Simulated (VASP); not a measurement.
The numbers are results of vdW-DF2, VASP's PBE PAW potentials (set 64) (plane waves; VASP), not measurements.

A VASP calculation is set up with these files.

File KPOINTS:
```
Automatic
0
G
12 12 12
0 0 0
```

**INCAR**
```
# general
SYSTEM    =  Na
PREC      =  Accurate
ENCUT     =  520
LREAL     =  .FALSE.
LASPH     =  .TRUE.

# electronic loop
EDIFF     =  1E-7
NELM      =  100
ALGO      =  Normal

# smearing
ISMEAR    =  1
SIGMA     =  0.1

# functional
GGA       =  ML
LUSE_VDW  =  .TRUE.
AGGAC     =  0.0
ZAB_VDW   =  -1.8867

# ions
ISIF      =  2

# output
LWAVE     =  .FALSE.
LCHARG    =  .FALSE.
```

**POSCAR**
```
Na
1.0
 -2.1083019361   2.1083019361   2.1083019361
  2.1083019361  -2.1083019361   2.1083019361
  2.1083019361   2.1083019361  -2.1083019361
Na
1
Cartesian
  0.0000000000   0.0000000000   0.0000000000
```

POTCAR, in this order: Na_pv (PBE.64 set). Program: vasp_std.

The run wrote:

File OUTCAR:
```
 ion  position               nearest neighbor table
   1  0.000  0.000  0.000-
  LATTYP: Found a body centered cubic cell.
 ALAT       =     4.2166038722
 Subroutine PRICEL returns:
 Original cell was already a primitive cell.
 Subroutine GETGRP returns: Found 48 space group operations
The static configuration has the point symmetry O_h .
The dynamic configuration has the point symmetry O_h .
 Subroutine INISYM returns: Found 48 space group operations
 Subroutine IBZKPT returns following result:
 Found     72 irreducible k-points:

 Following reciprocal coordinates:
            Coordinates               Weight
  0.000000  0.000000  0.000000      1.000000
  0.083333  0.000000  0.000000     12.000000
  0.166667  0.000000  0.000000     12.000000
  0.250000  0.000000  0.000000     12.000000
  0.333333  0.000000  0.000000     12.000000
  0.416667  0.000000  0.000000     12.000000
  0.500000  0.000000  0.000000      6.000000
  0.083333  0.083333  0.000000     24.000000
  0.166667  0.083333 -0.000000     48.000000
  0.250000  0.083333  0.000000     48.000000
  0.333333  0.083333  0.000000     48.000000
  0.416667  0.083333 -0.000000     48.000000
  0.166667  0.166667  0.000000     24.000000
  0.250000  0.166667  0.000000     48.000000
  0.333333  0.166667 -0.000000     48.000000
  0.416667  0.166667 -0.000000     24.000000
  0.250000  0.250000  0.000000     24.000000
  0.333333  0.250000 -0.000000     48.000000
  0.333333  0.333333  0.000000      8.000000
  0.083333  0.083333  0.083333      8.000000
  0.166667  0.083333  0.083333     24.000000
  0.250000  0.083333  0.083333     24.000000
  0.333333  0.083333  0.083333     24.000000
  0.416667  0.083333  0.083333     12.000000
 -0.083333  0.083333  0.083333      6.000000
...
```

OSZICAR:
```
       N       E                     dE             d eps       ncg     rms          rms(c)
DAV:   1     0.218204915060E+02    0.21820E+02   -0.39236E+03  1015   0.833E+02
DAV:   2     0.116198168030E+01   -0.20659E+02   -0.20654E+02  1050   0.136E+02
DAV:   3     0.783071780454E+00   -0.37891E+00   -0.37891E+00  1365   0.265E+01
DAV:   4     0.780149809903E+00   -0.29220E-02   -0.29220E-02  1183   0.204E+00
DAV:   5     0.780106307071E+00   -0.43503E-04   -0.43503E-04  1351   0.223E-01    0.136E-01
DAV:   6     0.779884276255E+00   -0.22203E-03   -0.84234E-04  1057   0.279E-01    0.903E-02
DAV:   7     0.779404524572E+00   -0.47975E-03   -0.23935E-03  1015   0.403E-01    0.160E-02
DAV:   8     0.779327547589E+00   -0.76977E-04   -0.14813E-04  1204   0.151E-01    0.470E-03
DAV:   9     0.779318794375E+00   -0.87532E-05   -0.13454E-05  1071   0.385E-02    0.225E-03
DAV:  10     0.779317342368E+00   -0.14520E-05   -0.47382E-06  1071   0.252E-02    0.346E-04
DAV:  11     0.779317303261E+00   -0.39107E-07   -0.39064E-07  1169   0.543E-03
   1 F= 0.77931730E+00 E0= 0.77957252E+00  d E =-.765638E-03
```

File OUTCAR:
```
------------------------ aborting loop because EDIFF is reached ----------------------------------------
  FORCE on cell =-STRESS in cart. coord.  units (eV):
  Direction    XX          YY          ZZ          XY          YZ          ZX
  --------------------------------------------------------------------------------------
  Total       -0.0930909     -0.0930909     -0.0930909      0.0000000      0.0000000     -0.0000000
  in kB       -3.9788648     -3.9788648     -3.9788648      0.0000000      0.0000000     -0.0000000
  external PRESSURE =      -3.9788648 kB  Pullay stress =       0.0000000 kB
  volume of cell :       37.49
      direct lattice vectors                 reciprocal lattice vectors
    -2.108301936  2.108301936  2.108301936     0.000000000  0.237157682  0.237157682
     2.108301936 -2.108301936  2.108301936     0.237157682  0.000000000  0.237157682
     2.108301936  2.108301936 -2.108301936     0.237157682  0.237157682  0.000000000
 POSITION                                       TOTAL-FORCE (eV/Angst)
 -----------------------------------------------------------------------------------
      0.00000      0.00000      0.00000         0.000000      0.000000      0.000000
 -----------------------------------------------------------------------------------
    total drift:                               -0.000000     -0.000000      0.000000
  FREE ENERGIE OF THE ION-ELECTRON SYSTEM (eV)
  ---------------------------------------------------
  free  energy   TOTEN  =         0.7793173033 eV

  energy  without entropy=        0.7800829411  energy(sigma->0) =        0.77957252
```
(Selected blocks of OUTCAR.)

The compound is Na in the bcc structure. This cell is one point of a volume scan, at 1.06 of the reference volume.
